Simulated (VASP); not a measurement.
Computed with PBEsol GGA, VASP's PBE PAW potentials (set 64) (plane waves; VASP).

A VASP calculation is set up with these files.

**KPOINTS**
```
kpoints
0
gamma
 13 13 4
0 0 0
```

**INCAR**
```
ALGO  =  Normal
EDIFF  =  1E-7
ENCUT  =  520
GGA  =  PS
ISIF  =  2
ISMEAR  =  -5
LASPH  =  .TRUE.
LCHARG  =  .TRUE.
LEFG  =  .TRUE.
LMAXMIX  =  4
LORBIT  =  11
LREAL  =  .FALSE.
LWAVE  =  .FALSE.
NEDOS  =  601
NELM  =  100
PREC  =  Accurate
SYSTEM  =  NbSc3N4
```

File POSCAR:
```
NbSc3N4
1
   -0.0000000000     2.2135694581     2.2135694581
    2.2135694581    -0.0000000000     2.2135694581
    8.8852593558     8.8852593558    -0.0309815233
Sc N Nb
3 4 1
Direct
  0.0009596285   0.0009596285   0.9992802787
  0.0000000000   0.0000000000   0.2500000000
  0.9990403715   0.9990403715   0.5007197213
  0.5018444641   0.5018444641   0.1236166520
  0.4981555359   0.4981555359   0.3763833480
  0.4954868346   0.4954868346   0.6283848740
  0.5045131654   0.5045131654   0.8716151260
  0.0000000000   0.0000000000   0.7500000000
```

POTCAR, in this order: Sc_sv N Nb_sv (PBE.64 set). Program: vasp_std.

The run wrote:

OSZICAR:
```
       N       E                     dE             d eps       ncg     rms          rms(c)
DAV:   1     0.113458368891E+04    0.11346E+04   -0.30712E+04 14742   0.192E+03
DAV:   2     0.994703263684E+02   -0.10351E+04   -0.10201E+04 17966   0.731E+02
DAV:   3    -0.784071246619E+02   -0.17788E+03   -0.17235E+03 23990   0.290E+02
DAV:   4    -0.959821433261E+02   -0.17575E+02   -0.17361E+02 25348   0.884E+01
DAV:   5    -0.971455922730E+02   -0.11634E+01   -0.11603E+01 27492   0.242E+01    0.309E+01
DAV:   6    -0.809581622483E+02    0.16187E+02   -0.11292E+02 25052   0.636E+01    0.136E+01
DAV:   7    -0.804890589873E+02    0.46910E+00   -0.10254E+01 25470   0.223E+01    0.775E+00
DAV:   8    -0.803967846935E+02    0.92274E-01   -0.13888E+00 23372   0.684E+00    0.172E+00
DAV:   9    -0.803681190055E+02    0.28666E-01   -0.32762E-01 25343   0.394E+00    0.748E-01
DAV:  10    -0.803657824362E+02    0.23366E-02   -0.44097E-02 23116   0.163E+00    0.470E-01
DAV:  11    -0.803656832607E+02    0.99176E-04   -0.77851E-03 25287   0.682E-01    0.201E-01
DAV:  12    -0.803658830180E+02   -0.19976E-03   -0.18415E-03 24332   0.256E-01    0.606E-02
DAV:  13    -0.803657887018E+02    0.94316E-04   -0.38398E-04 22300   0.164E-01    0.321E-02
DAV:  14    -0.803658429433E+02   -0.54242E-04   -0.10808E-04 24476   0.726E-02    0.102E-02
DAV:  15    -0.803658481145E+02   -0.51711E-05   -0.15499E-05 26397   0.266E-02    0.460E-03
DAV:  16    -0.803658527862E+02   -0.46717E-05   -0.12166E-06 17940   0.871E-03    0.247E-03
DAV:  17    -0.803658535916E+02   -0.80543E-06   -0.46609E-07 16598   0.413E-03    0.633E-04
DAV:  18    -0.803658534844E+02    0.10718E-06   -0.66839E-08 11340   0.269E-03    0.322E-04
DAV:  19    -0.803658531645E+02    0.31992E-06   -0.25555E-08 11340   0.225E-03    0.195E-04
DAV:  20    -0.803658532664E+02   -0.10191E-06   -0.14570E-08 11340   0.133E-03    0.194E-04
DAV:  21    -0.803658532212E+02    0.45176E-07   -0.73920E-09 11340   0.134E-03
   1 F= -.80365853E+02 E0= -.80365853E+02  d E =0.000000E+00
```

### OUTCAR
```
------------------------ aborting loop because EDIFF is reached ----------------------------------------
  FORCE on cell =-STRESS in cart. coord.  units (eV):
  Direction    XX          YY          ZZ          XY          YZ          ZX
  --------------------------------------------------------------------------------------
  Total        0.0290203      0.0290203      0.0290203     -0.1020861      0.1020861      0.1020861
  in kB        0.5330527      0.5330527      0.5330527     -1.8751420      1.8751420      1.8751420
  external PRESSURE =       0.5330527 kB  Pullay stress =       0.0000000 kB
  volume of cell :       87.23
      direct lattice vectors                 reciprocal lattice vectors
     0.000000000  2.213569458  2.213569458    -0.225486399  0.226272635  0.225486399
     2.213569458  0.000000000  2.213569458     0.226272635 -0.225486399  0.225486399
     8.885259356  8.885259356 -0.030981523     0.056175041  0.056175041 -0.056175041
 POSITION                                       TOTAL-FORCE (eV/Angst)
 -----------------------------------------------------------------------------------
      8.88099      8.88099     -0.02671        -0.041453     -0.041453      0.041453
      2.22131      2.22131     -0.00775         0.000000      0.000000      0.000000
      6.66047      6.66047      4.40738         0.041453      0.041453     -0.041453
      2.20923      2.20923      2.21791         0.017794      0.017794     -0.017794
      4.44697      4.44697      2.19374        -0.017794     -0.017794      0.017794
      6.68016      6.68016      2.17412         0.013096      0.013096     -0.013096
      8.86130      8.86130      2.20655        -0.013096     -0.013096      0.013096
      6.66394      6.66394     -0.02324         0.000000      0.000000      0.000000
 -----------------------------------------------------------------------------------
    total drift:                                0.000000      0.000000      0.000000
  FREE ENERGIE OF THE ION-ELECTRON SYSTEM (eV)
  ---------------------------------------------------
  free  energy   TOTEN  =       -80.3658532212 eV

  energy  without entropy=      -80.3658532212  energy(sigma->0) =      -80.36585322

 total charge

# of ion       s       p       d       tot
------------------------------------------
    1        2.212   6.271   1.236   9.718
    2        2.219   6.281   1.194   9.694
    3        2.212   6.271   1.236   9.718
    4        1.240   2.469   0.000   3.709
    5        1.240   2.469   0.000   3.709
    6        1.240   2.470   0.000   3.710
    7        1.240   2.470   0.000   3.710
    8        2.163   6.071   2.371  10.605
--------------------------------------------------
tot         13.766  34.770   6.037  54.573

 Electric field gradients after diagonalization (V/A^2)
 (convention: |V_zz| > |V_xx| > |V_yy|)
----------------------------------------------------------------------
 ion       V_xx      V_yy      V_zz     asymmetry (V_yy - V_xx)/ V_zz
----------------------------------------------------------------------
   1      -1.301    -1.299     2.600       0.001
   2       0.982     0.980    -1.963       0.001
   3      -1.301    -1.299     2.600       0.001
   4      -0.968    -0.967     1.935       0.001
   5      -0.968    -0.967     1.935       0.001
   6       2.373     2.371    -4.744       0.000
   7       2.373     2.371    -4.744       0.000
   8      11.426    11.426   -22.852       0.000
```
(Selected blocks of OUTCAR.)

For a metal the tetrahedron method with Blöchl corrections gives inexact stress and forces.

The structure was generated: NbSc3N4 was put into an ordered model structure (R-3m), which need not be its known phase. It was relaxed first.
